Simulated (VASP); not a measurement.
# Mg6FeBi: single point with BLYP

Crystal: Mg6FeBi.

```xyz
8
Lattice="0.0000 3.1647 -5.4649 0.0000 3.1647 5.4649 5.0050 0.0000 0.0000" Properties=species:S:1:pos:R:3 pbc="T T T"
Mg    2.5025    3.1647   -3.6236
Mg    2.5025    4.8245   -0.9549
Mg    2.5025    1.5050   -0.9549
Mg    0.0000    3.1647   -1.8148
Bi    2.5025    3.1647    1.8665
Fe    0.0000    3.1647    3.7972
Mg    0.0000    4.8315    0.8422
Mg    0.0000    1.4979    0.8422
```

The cell comes from a database or a generator and needn't be the stable form of this composition.

- Program: VASP 6.6.1
- Task: single point
- Functional: BLYP
- Potentials or basis: VASP PAW PBE potentials, release 64 (Mg_sv_GW, Bi_d_GW, Fe_sv_GW)
- Cutoff: 600 eV
- k mesh: 5 × 5 × 6
- Occupations: gaussian, width 0.01 eV
- Spin: collinear spin, zero start
- Starting moments: [0.0, 0.0, 0.0, 0.0, 0.0, 0.0, 0.0, 0.0] μB
- Further INCAR settings: ALGO = Normal; EDIFF = 1.00e-07

The pressure is -0.9 GPa and the largest force is 0.362 eV/Å. The band gap on the k mesh is none (metal or under the smearing width), the net moment is -0.04 μB per cell and the site moments are Mg +0.00, -0.00; Bi -0.00; Fe -0.07 μB. The valence electrons inside the program's atomic spheres are Mg 8.28, 8.26; Bi 14.94; Fe 14.17.

Forces in eV/Å, atoms in the order of the input:
```
Mg   0.000  0.000  0.140
Mg   0.000  0.126 -0.145
Mg   0.000 -0.126 -0.145
Mg   0.000  0.000 -0.014
Bi   0.000  0.000  0.102
Fe   0.000  0.000  0.362
Mg   0.000  0.119 -0.150
Mg   0.000 -0.119 -0.150
```

Stress tensor (GPa, compression positive):
```
-1.07  0.00  0.00
 0.00 -0.35  0.00
 0.00  0.00 -1.21
```

Levels at points of the mesh, in eV from the Fermi level:
Spin up:
| k point | band 42 | band 43 | band 44 | band 45 | band 46 | band 47 | band 48 | band 49 | band 50 | band 51 |
| --- | --- | --- | --- | --- | --- | --- | --- | --- | --- | --- |
| (0.00, 0.00, 0.00) | -1.99 | -1.27 | -0.77 | -0.47 | -0.27 | -0.04 | 0.32 | 1.59 | 2.37 | 2.88 |
| (0.00, 0.00, 0.50) | -1.28 | -1.21 | -1.20 | -0.83 | -0.59 | -0.58 | -0.41 | 0.25 | 0.28 | 0.76 |
Spin down:
| k point | band 42 | band 43 | band 44 | band 45 | band 46 | band 47 | band 48 | band 49 | band 50 | band 51 |
| --- | --- | --- | --- | --- | --- | --- | --- | --- | --- | --- |
| (0.00, 0.00, 0.00) | -2.00 | -1.29 | -0.66 | -0.61 | -0.47 | -0.05 | 0.30 | 1.62 | 2.37 | 2.87 |
| (0.00, 0.00, 0.50) | -1.29 | -1.26 | -1.26 | -0.79 | -0.60 | -0.55 | -0.44 | 0.26 | 0.36 | 0.74 |

It took 52 min on 1 thread of Intel(R) Xeon(R) Platinum 8488C (Sapphire Rapids), on a shared host, peak memory 0.9 GiB.

Caveat: the PAW data sets were made with another functional, which shifts forces and pressure a little; spin-orbit coupling is left out, which moves the levels of the heavy elements.
